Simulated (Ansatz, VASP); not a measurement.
## Cs2CoAgF6: VASP beside Ansatz

Aim: how closely do two programs agree when they are given the same cell, functional and k mesh? The cell is taken from a series of runs on this material, whose earlier steps may have relaxed, scaled, displaced or heated it; both programs get it as it stands.

Calculated with Ansatz 0.2.0; plane waves, with VASP 6.6.1 beside it; G0W0 gap at PBE.

In doubt: one-shot GW on d or f shells is unsure, so the values of those runs are not to be relied on.

**1. The structure**

The structure is cubic, space group Fm-3m (No. 225). Conventional cell: a = 8.588 Å, b = 8.588 Å, c = 8.588 Å, α = 90.00°, β = 90.00°, γ = 90.00°. Cs has 12 F at 3.05 Å nearest. Co has 6 F at 1.88 Å nearest. Nearest to Ag lie 6 F at 2.41 Å. Nearest to F lie 1 Co at 1.88 Å and 1 Ag at 2.41 Å and 4 Cs at 3.05 Å. Farther neighbours and most contacts between anions are not listed.

**2. Ansatz: G0W0 gap, PBE**

Ansatz runs on its PAW soft_1 files.

Quasiparticle shifts depend on high empty states and on the cores, so they are the hardest test of two PAW sets.

input.yaml reads:

```yaml
crystal:
  lattice:
    - [0.0, 4.2940504911, 4.2940504911]
    - [4.2940504911, 0.0, 4.2940504911]
    - [4.2940504911, 4.2940504911, 0.0]
  atoms:
    - { symbol: Cs, position: [0.25, 0.25, 0.25] }
    - { symbol: Cs, position: [0.75, 0.75, 0.75] }
    - { symbol: Co, position: [0.0, 0.0, 0.0] }
    - { symbol: Ag, position: [0.5, 0.5, 0.5] }
    - { symbol: F, position: [0.219178621, 0.219178621, 0.780821379] }
    - { symbol: F, position: [0.219178621, 0.780821379, 0.780821379] }
    - { symbol: F, position: [0.780821379, 0.780821379, 0.219178621] }
    - { symbol: F, position: [0.219178621, 0.780821379, 0.219178621] }
    - { symbol: F, position: [0.780821379, 0.219178621, 0.780821379] }
    - { symbol: F, position: [0.780821379, 0.219178621, 0.219178621] }
kpoints:
  mp_grid: { grid: [2, 2, 2] }
hamiltonian:
  xc: pbe
  pseudopotentials: { kind: paw, azcp: { folder: soft_1 } }
scf:
  occupations: { method: fixed }
gw:
  n_empty_bands: 673
  ecut_chi: 140
  qp_bands: [v3, c3]
  qp_kpoints: band_edges
  screening: { model: contour_deformation }
```

The run is started by

```sh
> ansatz run input.yaml --threads 2 --pin off --max-ram 92160MiB --backend cuda --events-out ev --progress --plain --runs-dir out --devices 1 --max-vram 13GiB
```

Numbers of over 12 decimals in the logs are rounded to 6 here.

Output:

```text
GPUs: using 1 of 1 available (devices: 1).
Engine: ansatz 0.2.0, x86_64-unknown-linux-gnu
Pseudopotentials: kind: paw
Pseudopotential: Cs, paw, valence charge 9, recommended cutoff 420 eV (normal), soft_1/Cs.paw.azcp
Pseudopotential: Co, paw, valence charge 17, recommended cutoff 420 eV (normal), soft_1/Co.paw.azcp
Pseudopotential: Ag, paw, valence charge 19, recommended cutoff 420 eV (normal), soft_1/Ag.paw.azcp
Pseudopotential: F, paw, valence charge 7, recommended cutoff 420 eV (normal), soft_1/F.paw.azcp
Functional definition: PBE
  parameter kappa = 0.804
  parameter beta = 0.066725
  exchange = pbe_x(kappa = kappa, mu = beta*pi^2/3)
  correlation = pbe_c(beta = beta)
device memory: the entry about to start is reckoned to put 2.7 GiB on a device that reports 41.3 GiB free (of which the cap on the GPU budget leaves the run 13.0 GiB)
GPU FFT provider: cuFFT
GPU libraries: cuBLAS 13.8.2, cuFFT 12.4.0, cuSOLVER 12.3.4
Crystal: 10 atoms, lattice volume = 158.355 Å³
Basis set: ecut = 420 eV, 3119 PW (Γ)
Bands: 58, of which v1, the nominal top of the filled ones, is band 48 counted from 1 (47 counted from 0)
Symmetry: 48 space group operations
Space group: Fm-3m (ITA 225), of the structure as read, at distance tolerance 5.4e-5 Å
k-points: 3 of 8
Non-local potential: Cs, projectors of the file, l = 0: 3, l = 1: 2, l = 2: 2, l = 3: 2
Non-local potential: Co, projectors of the file, l = 0: 3, l = 1: 2, l = 2: 3, l = 3: 1
Non-local potential: Ag, projectors of the file, l = 0: 3, l = 1: 2, l = 2: 2, l = 3: 1
Non-local potential: F, projectors of the file, l = 0: 2, l = 1: 2, l = 2: 1
PAW form: soft (Blöchl's): semilocal exchange-correlation on the pseudo side does not see the compensation charge
PAW one-centre angular grid: Cs, 194 points (default); XC on 64 Gauss nodes
PAW one-centre angular grid: Co, 590 points (default); XC on 64 Gauss nodes
PAW one-centre angular grid: Ag, 590 points (default); XC on 64 Gauss nodes
PAW one-centre angular grid: F, 110 points (default); XC on 64 Gauss nodes
Initial density: superposition of atomic densities (chi_scale 0.1, normalization cell, long waves kept (reshape's long-wave potential 0.01 eV rms))
Initial wavefunctions: pseudopotential atomic-orbital guess
GPU buffer pool allocated for 91125 grid points (all kernels)
GPU transforms: local potential and band sums: pruned to the plane-wave sphere, on 45×45×45
Functional: x = pbe(κ = 0.804, μ = 0.219515), c = pbe(β = 0.066725)
SCF iter   1: F=—  HF=-28935.388362 eV  |F-HF|=—  |Δ(HF+E_count)|=         —  Δρ=3.44e-1  dr2=1.50e2  ethr=3.10e-3  ⟨swp⟩=5.0  Hψ=544  notcnv=0  defer=23
preconditioner: auto → Resta (q_TF=auto, 2.510 Å⁻¹)  ε∞=5.1  [insulator: Δε(μ)=0.351 eV  Ē_g=12.992 eV  n_scr=50 (ndim 8)  ℏωp=26.4 eV  f_vac=0.001  ε∞_Penn≈5.1]
SCF iter   2: F=—  HF=-28953.406307 eV  |F-HF|=—  |Δ(HF+E_count)|=    1.80e1  Δρ=5.99e-1  dr2=5.57e2  ethr=3.10e-3  ⟨swp⟩=3.7  Hψ=573  notcnv=0  defer=20  recentre
SCF iter   3: F=—  HF=-28914.498783 eV  |F-HF|=—  |Δ(HF+E_count)|=    3.89e1  Δρ=8.66e-2  dr2=9.92e0  ethr=3.10e-3  ⟨swp⟩=3.0  Hψ=512  notcnv=0  defer=23
SCF iter   4: F=—  HF=-28913.052144 eV  |F-HF|=—  |Δ(HF+E_count)|=    1.45e0  Δρ=3.67e-2  dr2=1.49e0  ethr=3.10e-3  ⟨swp⟩=2.0  Hψ=243  notcnv=0  defer=24
SCF iter   5: F=—  HF=-28912.842288 eV  |F-HF|=—  |Δ(HF+E_count)|=   2.10e-1  Δρ=2.07e-2  dr2=4.72e-1  ethr=1.56e-3  ⟨swp⟩=2.0  Hψ=298  notcnv=0  defer=24
SCF iter   6: F=—  HF=-28912.813159 eV  |F-HF|=—  |Δ(HF+E_count)|=   2.91e-2  Δρ=9.63e-3  dr2=1.31e-1  ethr=4.92e-4  ⟨swp⟩=2.0  Hψ=216  notcnv=0  defer=24
SCF iter   7: F=—  HF=-28912.803392 eV  |F-HF|=—  |Δ(HF+E_count)|=   9.77e-3  Δρ=3.89e-3  dr2=2.79e-2  ethr=1.37e-4  ⟨swp⟩=2.0  Hψ=181  notcnv=0  defer=24
SCF iter   8: F=—  HF=-28912.800148 eV  |F-HF|=—  |Δ(HF+E_count)|=   3.24e-3  Δρ=1.26e-3  dr2=3.40e-3  ethr=2.91e-5  ⟨swp⟩=2.0  Hψ=182  notcnv=0  defer=24
SCF iter   9: F=—  HF=-28912.799176 eV  |F-HF|=—  |Δ(HF+E_count)|=   9.72e-4  Δρ=4.32e-4  dr2=3.07e-4  ethr=3.54e-6  ⟨swp⟩=2.3  Hψ=288  notcnv=0  defer=24
SCF iter  10: F=—  HF=-28912.799058 eV  |F-HF|=—  |Δ(HF+E_count)|=   1.18e-4  Δρ=3.50e-4  dr2=1.73e-4  ethr=3.20e-7  ⟨swp⟩=2.0  Hψ=317  notcnv=0  defer=18
SCF iter  11: F=—  HF=-28912.799045 eV  |F-HF|=—  |Δ(HF+E_count)|=   1.29e-5  Δρ=9.23e-5  dr2=1.06e-5  ethr=1.80e-7  ⟨swp⟩=2.0  Hψ=182  notcnv=0  defer=8
SCF iter  12: F=—  HF=-28912.799049 eV  |F-HF|=—  |Δ(HF+E_count)|=   3.56e-6  Δρ=6.33e-5  dr2=4.61e-6  ethr=1.11e-8  ⟨swp⟩=2.0  Hψ=269  notcnv=0  defer=7
SCF iter  13: F=—  HF=-28912.799049 eV  |F-HF|=—  |Δ(HF+E_count)|=   3.57e-7  Δρ=1.84e-5  dr2=4.52e-7  ethr=4.80e-9  ⟨swp⟩=2.7  Hψ=224  notcnv=0  defer=7
SCF iter  14: F=-28912.799049 eV  HF=-28912.799049 eV  |F-HF|=3.07e-9  |Δ(HF+E_count)|=   2.26e-8  Δρ=3.07e-6  dr2=1.17e-8  ethr=1.04e-10  ⟨swp⟩=10.3  Hψ=587  notcnv=0
SCF 1 converged in 14 iterations: F = -28912.799049 eV  dr2 = 1.17e-8
  greatest PAW one-centre occupation: 1.001 electrons in one spin orbital (limit 2), on the Ag atom at site 3 (counted from 0), in its partial waves of l = 0
device memory: the entry about to start is reckoned to put 3.4 GiB on a device that reports 39.8 GiB free (of which the cap on the GPU budget leaves the run 13.0 GiB)
NSCF: frozen V_eff on 3 k-points
the band table was solved once the SCF had ended and its energy, with any forces and stress, was formed, with the checks that follow a solve (649 applications of the Hamiltonian). They found nothing against the state; the energy, forces and stress were not computed again (output.eigenvalues in the input reference)
device memory: the entry about to start is reckoned to put 4.0 GiB on a device that reports 39.8 GiB free (of which the cap on the GPU budget leaves the run 13.0 GiB)
NSCF: frozen V_eff on 3 k-points
G₀W₀ screening: q 1/3
[... further progress lines ...]
device memory: the entry about to start is reckoned to put 1.2 GiB on a device that reports 37.4 GiB free (of which the cap on the GPU budget leaves the run 13.0 GiB)
NSCF: frozen V_eff on 1 k-points
device memory: the entry about to start is reckoned to put 1.2 GiB on a device that reports 37.4 GiB free (of which the cap on the GPU budget leaves the run 13.0 GiB)
NSCF: frozen V_eff on 1 k-points
SCF converged after 14 iterations
Free energy (F): -28912.799049 eV
Harris-Foulkes:  -28912.799049 eV  (|F-HF|=3.07e-9)
Internal energy: -28912.799049 eV  (E = F + TS)
E sigma→0 (E₀):  -28912.799049 eV
Fermi energy:    6.935010 eV
--- Per-component energies (eV) ---
  E_band       = -950.806292
  E_kinetic    = 2235.794224
  E_local      = -11964.824946  (includes V_loc(G=0)·N_el)
  E_nonlocal   = 1037.727746
  E_hartree    = 5215.918575
  E_xc         = -1072.476330
  E_vxc        = -1187.726242  (∫ρ·V_xc dr)
  E_paw        = -16877.352983  (= ΣΔE_a)
  E_vpaw       = -1503.617272  (= ΣTr[D̂ρ^β])
  E_aug_tail   = 0.004595  (compensation charges beyond the density's cutoff)
  E_ewald      = -7487.589928
  E_smearing   = -0.000000  (= −TS)
  E_closure    = -0.000000  (closes the sum)
  Σ components = -28912.799049   (vs F -28912.799049, Δ=0.00e0)
--- Band table (eV) ---
  k-point 0: bands = [... 44 lower, 5.4116, 6.9350, 6.9350, 6.9350, 8.8019, 8.8019, 10.0870, 13.2583, ... 6 higher]
  k-point 1: bands = [... 44 lower, 5.9601, 6.8080, 6.8598, 6.8598, 8.3846, 8.3846, 11.0750, 14.0043, ... 6 higher]
  k-point 2: bands = [... 44 lower, 5.5699, 6.8361, 6.8757, 6.8757, 7.8709, 8.8046, 11.7036, 13.6185, ... 6 higher]
--- G₀W₀: contour deformation, 7 samples at zero and on the imaginary axis and 1 off it, 8 q-points, 673 empty bands' worth ---
  eigenvalues of the whole cell's RPA ε∞ on this k-mesh (on a slab, of 1 + 4πα/V) = 4.0830, 4.0830, 4.0830; static W/v taken at q = 0 is 0.244917
  bands read: the sum over 721 bands ends inside a degenerate multiplet in 1 slot, whose members it reads at an even weight; the widest, k=0: bands 721 to 723 (counted from 1) at 1/3 each
  gw.qp_kpoints: band_edges: 3 of 3 stored k-points solved, in 1 pass; an edge of the gap read off the rows below is read off those points alone
  `?` marks the rows in doubt; gw_qp.tsv's column doubts and the gw_qp event give each row's grounds
    ik  band        ε_KS         Σx   Σc(E_QP)       V_xc       Z   E_QP_lin       E_QP  E_QP is
     0    46      6.9350   -41.7072     8.5749   -32.7144  0.6163     6.5047     6.5171  root
     0    47      6.9350   -41.7072     8.5749   -32.7144  0.6163     6.5047     6.5171  root
     0    48      6.9350   -41.7072     8.5749   -32.7144  0.6163     6.5047     6.5171  root
     0    49      8.8019   -25.3519    -6.3548   -32.9377  0.6192    10.1897    10.0329  root ?
     0    50      8.8019   -25.3519    -6.3548   -32.9377  0.6192    10.1897    10.0329  root ?
     0    51     10.0870    -8.4235    -4.5683   -13.5966  0.7641    10.7100    10.6918  root
     1    46      6.8080   -42.0374     8.8351   -32.8484  0.6020     6.4442     6.4541  root
     1    47      6.8598   -41.9133     8.7554   -32.7808  0.6075     6.4719     6.4827  root
     1    48      6.8598   -41.9133     8.7554   -32.7808  0.6075     6.4719     6.4827  root
     1    49      8.3846   -23.8652    -7.0587   -32.3101  0.6318     9.9276     9.7708  root ?
     1    50      8.3846   -23.8652    -7.0587   -32.3101  0.6318     9.9276     9.7708  root ?
     1    51     11.0750    -9.8359    -4.5867   -15.1524  0.8452    11.8825    11.8048  root
     2    46      6.8361   -41.9050     8.7110   -32.8106  0.6069     6.4413     6.4527  root
     2    47      6.8757   -42.1907     8.8252   -32.9945  0.6068     6.4943     6.5046  root
     2    48      6.8757   -42.1907     8.8252   -32.9945  0.6068     6.4943     6.5046  root
     2    49      7.8709   -21.2896    -6.6491   -29.2949  0.6643     9.3341     9.2270  root ?
     2    50      8.8046   -25.3588    -6.3745   -32.9645  0.6187    10.1954    10.0358  root ?
     2    51     11.7036   -12.5338    -5.1274   -18.6891  2.0837    14.2519    12.7315  root ?
```

Reading the cycles: dr2 is the Hartree energy of the density residual (eV), the measure of convergence; HF is the Harris–Foulkes estimate of the energy, which meets the free energy F at convergence.

[end of part 1 of 2]

[Lines on the potential files, build, host, timing and source positions are cut from VASP's logs without a mark.]

[Logs are printed without paths, hosts, clocks, repeated set-up lines and the standing remarks that a program may print on its own settings, such as how far it seeks lower states.]

[Hosts, paths, dates, database ids (printed as entryN), source tags and the programs' standing remarks are cut or masked in the printed files.]
